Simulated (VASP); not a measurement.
Consider the following.

```yaml
crystal:
  lattice:
    - [0.00000, 2.14943, 2.14943]
    - [2.14943, 0.00000, 2.14943]
    - [2.14943, 2.14943, 0.00000]
  atoms:
    - { symbol: Mg, position: [0.00000, 0.00000, 0.00000] }
    - { symbol: O, position: [0.50000, 0.50000, 0.50000] }
```

Computed with AM05 GGA, VASP's PBE PAW potentials (set 64) (plane waves; VASP). Run with 520 eV cut-off, 11×11×11 Γ-centred mesh, Gaussian smearing of 0.050 eV, potentials Mg O.

Problem. Predict the energy per atom (σ→0), pressure, band gap (on the k-mesh) with the smallest direct gap where there is one.

Solution. 
```json
{
  "band gap (on the k-mesh)": "4.15 eV",
  "smallest direct gap (on the k-mesh)": "4.15 eV",
  "energy per atom (σ→0)": "-584.2 kJ/mol of atoms",
  "pressure": "-8.15 GPa"
}
```

Only differences to runs with the same potentials and settings are physical.

The compound is MgO in the rock salt structure. This cell is one point of a volume scan, at 1.06 of the reference volume.
